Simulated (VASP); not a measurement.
# Si: a series in a change of volume, part 2 of 2

How do the elastic response and the band edges of Si follow a change of volume?

VASP 6.6.1, plane waves and PAW; the level of theory is named at each step.

So far. Step 5 (Band edges, r2SCAN): The run ends at a pressure of 4.95 GPa.

### Step 6. Band edges, HSE06

Short lines in KPOINTS_OPT sample the zone centre, for masses, and the other valleys.

Level: HSE06; plane waves and PAW (Si).

Contents of INCAR:

```
SYSTEM = Si
PREC = Accurate
ENCUT = 450
EDIFF = 1E-06
NELM = 100
ISMEAR = 0
SIGMA = 0.02
LREAL = .FALSE.
ALGO = Normal
LHFCALC = .TRUE.
AEXX = 0.25
GGA = PE
HFSCREEN = 0.2
LASPH = .TRUE.
NBANDS = 9
PRECFOCK = Fast
LWAVE = .FALSE.
LCHARG = .FALSE.
KPAR = 4
```

Contents of POSCAR:

```
Si
1.0
    0.0000000000      2.6741120816      2.6741120816
    2.6741120816      0.0000000000      2.6741120816
    2.6741120816      2.6741120816      0.0000000000
Si
2
Direct
    0.0000000000      0.0000000000      0.0000000000
    0.2500000000      0.2500000000      0.2500000000
```

Contents of KPOINTS:

```
Automatic mesh
0
Gamma
5 5 5
0 0 0
```

Contents of KPOINTS_OPT:

```
Line mode
6
Line-mode
Reciprocal
  0.00000000   0.00000000   0.00000000
  0.02127991   0.02127991   0.00000000

  0.00000000   0.00000000   0.00000000
  0.00000000  -0.02127991  -0.02127991

  0.31000000   0.31000000   0.00000000
  0.50000000   0.50000000   0.00000000

  0.00000000   0.31000000   0.31000000
  0.00000000   0.50000000   0.50000000

  0.45000000   0.45000000   0.45000000
  0.50000000   0.50000000   0.50000000

  0.45000000   0.00000000   0.00000000
  0.50000000   0.00000000   0.00000000

  0.42500000   0.42500000   0.00000000
  0.42500000   0.44627991   0.02127991

  0.50000000   0.50000000   0.50000000
  0.48495283   0.51504717   0.50000000
```

Potentials, in the order of the species: Si (LDA family, release 64).

Launch:

```bash
> mpirun -np 4 vasp_std
```

The program printed:

```text
[banner, memory and clock lines left out]
running    4 mpi-ranks, on    1 nodes
[...]
[... a notice as in an earlier step ...]

 LDA part: xc-table for (Slater+PW92), standard interpolation
 found WAVECAR, reading the header
 POSCAR, INCAR and KPOINTS ok, starting setup
[...]
reading WAVECAR
 the WAVECAR file was read successfully
 initial charge from wavefunction
 entering main loop
       N       E                     dE             d eps       ncg     rms          rms(c)
DAV:   1    -0.125874638347E+02   -0.12587E+02   -0.90838E-01   180   0.657E+00    0.558E+00
DAV:   2    -0.125923635178E+02   -0.48997E-02   -0.15762E-02   238   0.963E-01    0.367E+00
DAV:   3    -0.125910470548E+02    0.13165E-02   -0.55675E-04   214   0.169E-01    0.213E+00
DAV:   4    -0.125905264577E+02    0.52060E-03   -0.11707E-04   222   0.768E-02    0.121E+00
[...]
DAV:   8    -0.125902667924E+02    0.64336E-05   -0.27832E-06   203   0.115E-02    0.122E-01
DAV:   9    -0.125902652586E+02    0.15337E-05   -0.85395E-07   131   0.641E-03    0.696E-02
DAV:  10    -0.125902648943E+02    0.36433E-06   -0.38310E-07   138   0.445E-03
   1 F= -.12590265E+02 E0= -.12590265E+02  d E =-.905688E-23
 Start KPOINTS_OPT (optional k-point list driver)
k-point batch [1-10\48]
       N       E                     dE             ncg
DAV:   1     0.465265806929E+03    0.30536E+03      180
DAV:   2     0.241202313776E+03   -0.22406E+03      285
DAV:   3     0.210761778906E+03   -0.30441E+02      215
DAV:   4     0.209706321302E+03   -0.10555E+01      206
DAV:   5     0.209697770230E+03   -0.85511E-02      236
DAV:   6     0.209697653530E+03   -0.11670E-03      237
DAV:   7     0.209697652146E+03   -0.13838E-05      230
DAV:   8     0.209697652133E+03   -0.13211E-07      143
[...]
k-point batch [41-48\48]
       N       E                     dE             ncg
DAV:   1     0.656728544526E+03   -0.15804E+04      144
DAV:   2     0.528766231515E+03   -0.12796E+03      181
DAV:   3     0.520956957152E+03   -0.78093E+01      205
DAV:   4     0.520896409455E+03   -0.60548E-01      224
DAV:   5     0.520896046549E+03   -0.36291E-03      215
DAV:   6     0.520896045396E+03   -0.11526E-05      224
DAV:   7     0.520896045393E+03   -0.36119E-08      224
```

Elapsed: 57 s, on 4 MPI ranks of Intel Xeon 6975P-C (Granite Rapids), shared host; peak memory 0.97 GiB; 2.5 min of CPU time.

From OUTCAR (step 6):

```text
 POSITION                                       TOTAL-FORCE (eV/Angst)
 -----------------------------------------------------------------------------------
      0.00000      0.00000      0.00000         0.000000      0.000000      0.000000
      1.33706      1.33706      1.33706        -0.000000     -0.000000     -0.000000
 -----------------------------------------------------------------------------------
    total drift:                               -0.000001     -0.000001     -0.000001

  FREE ENERGIE OF THE ION-ELECTRON SYSTEM (eV)
  ---------------------------------------------------
  free  energy   TOTEN  =       -12.5902648943 eV

  energy  without entropy=      -12.5902648943  energy(sigma->0) =      -12.59026489

[... 1 part as in an earlier step ...]

[... 2 further parts left out ...]
[key lines of the parts left out:]
E-fermi :   6.1674
```

Numbers from this step:

```
energy(sigma→0) of the program : -12.5903 eV
```

### Step 7. The whole series

LASPH is off in runs at LDA and on in runs at HSE06, TB-mBJ and r2SCAN.

Hybrid runs start from orbitals of a short LDA run, not shown.

Runs beyond LDA use the data sets made with LDA; this shifts their levels slightly, and their total energies have another zero (at TB-mBJ, which has no energy functional, they mean nothing).

The other members went through these steps as far as the tables show, with the same cutoff and, step by step, the same mesh; 42 runs are not shown. The session took 1.2 core hours (wall time by ranks) on a shared machine.

```csv
volume over the relaxed volume,volume (Å³/atom),pressure (GPa),energy above the unstrained row (meV/atom),"gap on the mesh, LDA (eV)"
0.940,18.531,6.821,23.988,0.344
0.955,18.826,4.912,13.155,0.373
0.970,19.122,3.146,5.711,0.401
0.985,19.418,1.513,1.407,0.428
1,19.714,0.003,0.000,0.453
1.015,20.009,-1.393,1.271,0.478
1.030,20.305,-2.682,5.023,0.501
1.045,20.601,-3.872,11.063,0.524
1.060,20.896,-4.971,19.211,0.546
```

A cubic of the pressure in ln(V/V₀) through all rows has the slope −B at V₀: B = 97 GPa, and its curvature gives B′ = 4.3.

Band edges at TB-mBJ with spin-orbit coupling, counted from the valence-band top at Γ, spin-orbit pairs averaged:

```csv
volume over the relaxed volume,gap (eV),conduction band at Γ (eV),Δ or X valley along z (eV),"lowest conduction level at L, [111] (eV)",second valence level below the top (eV),third valence level below the top (eV)
0.940,1.098,3.206,1.098,2.469,0.000,0.049
0.955,1.131,3.200,1.131,2.414,0.000,0.048
0.970,1.163,3.192,1.162,2.361,0.000,0.048
0.985,1.192,3.185,1.192,2.308,0.000,0.048
1,1.221,3.177,1.220,2.255,0.000,0.047
1.015,1.249,3.169,1.247,2.203,0.000,0.047
1.030,1.275,3.161,1.273,2.152,0.000,0.046
1.045,1.300,3.152,1.298,2.102,0.000,0.046
1.060,1.323,3.144,1.321,2.052,0.000,0.045
```

Conduction masses, in electron masses (the axis is [001]):

```csv
volume over the relaxed volume,"Δz mass, longitudinal","Δz mass, transverse, at 0.85 of Γ–X","L [111] mass, longitudinal","L [111] mass, transverse along [1-10]"
0.940,0.951,0.205,2.014,0.157
0.955,0.952,0.207,1.986,0.156
0.970,0.949,0.208,1.956,0.155
0.985,0.948,0.210,1.929,0.153
1,0.948,0.211,1.883,0.152
1.015,0.949,0.214,1.865,0.150
1.030,0.949,0.215,1.823,0.149
1.045,0.951,0.217,1.823,0.147
1.060,0.950,0.218,1.770,0.146
```

Band edges at r2SCAN, counted from the valence-band top at Γ:

```csv
volume over the relaxed volume,gap (eV),conduction band at Γ (eV),Δ or X valley along z (eV),"lowest conduction level at L, [111] (eV)",second valence level below the top (eV),third valence level below the top (eV)
0.940,0.630,2.794,0.630,2.175,0.000,0.000
0.955,0.661,2.788,0.661,2.115,0.000,0.000
0.970,0.691,2.782,0.691,2.055,0.000,0.000
0.985,0.720,2.775,0.720,1.996,0.000,0.000
1,0.748,2.769,0.747,1.938,0.000,0.000
1.015,0.774,2.762,0.773,1.881,0.000,0.000
1.030,0.799,2.755,0.798,1.824,0.000,0.000
1.045,0.823,2.747,0.822,1.769,0.000,0.000
1.060,0.846,2.740,0.845,1.714,0.000,0.000
```

Conduction masses, in electron masses (the axis is [001]):

```csv
volume over the relaxed volume,"Δz mass, longitudinal","Δz mass, transverse, at 0.85 of Γ–X","L [111] mass, longitudinal","L [111] mass, transverse along [1-10]"
0.940,0.934,0.185,2.007,0.140
0.955,0.933,0.187,1.954,0.138
0.970,0.929,0.188,1.949,0.137
0.985,0.931,0.190,1.899,0.135
1,0.926,0.191,1.868,0.133
1.015,0.924,0.191,1.835,0.132
1.030,0.925,0.192,1.834,0.131
1.045,0.925,0.195,1.808,0.129
1.060,0.925,0.195,1.756,0.127
```

Band edges at HSE06, counted from the valence-band top at Γ, with one row partly withheld:

```csv
volume over the relaxed volume,gap (eV),conduction band at Γ (eV),Δ or X valley along z (eV),"lowest conduction level at L, [111] (eV)",second valence level below the top (eV),third valence level below the top (eV)
0.940,1.024,3.393,1.024,2.573,0.000,0.000
0.955,1.057,3.386,1.057,2.511,0.000,0.000
0.970,1.088,3.379,1.088,2.450,0.000,0.000
0.985,1.118,3.371,1.118,2.390,0.000,0.000
1,?,3.364,?,2.330,0.000,0.000
1.015,1.173,3.356,1.173,2.272,0.000,0.000
1.030,1.199,3.348,1.198,2.214,0.000,0.000
1.045,1.224,3.339,1.223,2.157,0.000,0.000
1.060,1.247,3.330,1.246,2.101,0.000,0.000
```

Conduction masses, in electron masses (the axis is [001]):

```csv
volume over the relaxed volume,"Δz mass, longitudinal","Δz mass, transverse, at 0.85 of Γ–X","L [111] mass, longitudinal","L [111] mass, transverse along [1-10]"
0.940,0.895,0.183,1.875,0.138
0.955,0.892,0.184,1.866,0.137
0.970,0.892,0.186,1.806,0.136
0.985,0.891,0.186,1.839,0.135
1,0.888,0.186,1.751,0.133
1.015,0.885,0.190,1.741,0.131
1.030,0.884,0.189,1.695,0.130
1.045,0.885,0.191,1.706,0.129
1.060,0.884,0.192,1.641,0.127
```

### Step 8. Fit and prediction

The quantity to fit is the Δ or X valley above the valence top at HSE06: 1.024, 1.057, 1.088, 1.118, 1.173, 1.198, 1.223, 1.246 eV in the rows shown.

A least-squares parabola through the 8 rows shown, with u the logarithm of the volume ratio: E = − 2.034 u² + 1.839 u + 1.146 (eV), r.m.s. residual 5.7e-5 eV.

At u = 0 this predicts 1.1459 eV.

### Step 9. Prediction against calculation

The calculation gives 1.1459 eV, so the prediction is right to the last digit shown.

### Step 10. What came out

* bulk modulus: 97 GPa
* gap of the unstrained cell, TB-mBJ with spin-orbit coupling: 1.22 eV
* gap of the unstrained cell, r2SCAN: 0.75 eV
* dE/d ln V of the Δ or X valley above the valence top, HSE06: 1.84 eV
* error of the predicted row: 0.0 meV

In words: At TB-mBJ with spin-orbit coupling the lowest conduction valley is Δ or X throughout, and the gap runs between 1.10 and 1.32 eV. At r2SCAN the lowest conduction valley is Δ or X throughout, and the gap runs between 0.63 and 0.85 eV. At HSE06 the lowest conduction valley is Δ or X throughout, and the gap runs between 1.02 and 1.25 eV. Hole masses are left out throughout, since the top bands are degenerate or cross in many series; of conduction masses, those of the Γ, L and (for Si and Ge under (001) strain) Δ valleys are kept where they change by under an eighth between rows. A measured gap of unstrained Si is 1.1 eV (arxiv:1111.5263, band gap, quoted experimental value, temperature not given); the static gaps here belong to the lattice relaxed at LDA. TB-mBJ is a potential fitted for gaps; it has no energy functional, so its total energies and forces mean nothing, and its bands tend to come out too narrow. r2SCAN opens gaps somewhat over GGA but leaves them below measured values as a rule. HSE06 ran on a coarser mesh than the semilocal levels. Spin-orbit coupling is left out at r2SCAN and HSE06, so the valence splittings there lack it. Δ or X levels are the lowest on their line, refined by a parabola unless they lie at X; the gap is read from all points sampled and can differ from the lowest valley by some meV, or by tens of meV where strain moves the valence top off Γ. Temperature, zero-point motion and excitons are left out.

[Lines on the potential files, build, host, timing and source positions are cut from VASP's logs without a mark.]

[Logs are printed without paths, hosts, clocks, repeated set-up lines and the standing remarks that a program may print on its own settings, such as how far it seeks lower states.]

[Hosts, paths, dates, database ids (printed as entryN), source tags and the programs' standing remarks are cut or masked in the printed files.]

[In band tables of VASP the shares of atoms and orbitals are scaled to a sum of 1 inside the atoms' spheres.]
